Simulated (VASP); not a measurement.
Given:

```
CELL_PARAMETERS angstrom
      0.00000     2.87953     2.87953
      2.87953     0.00000     2.87953
      2.87953     2.87953     0.00000
ATOMIC_POSITIONS crystal
  Li 0.25000 0.25000 0.25000
  Li 0.75000 0.75000 0.75000
  S  0.00000 0.00000 0.00000
```

Method: vdW-DF-cx, VASP's PBE PAW potentials (set 64) (plane waves; VASP). Run with 520 eV cut-off, 7×7×7 Γ-centred mesh, Gaussian smearing of 0.050 eV, potentials Li_sv S.

Question: Give the stress tensor in GPa (positive for a compressed cell).

Answer: 
```
-1.15   0.00   0.00
 0.00  -1.15   0.00
 0.00   0.00  -1.15
```
The pressure is its mean diagonal, -1.15 GPa.

The compound is Li2S in the antifluorite structure. This cell is one point of a volume scan, at 1.03 of the reference volume.
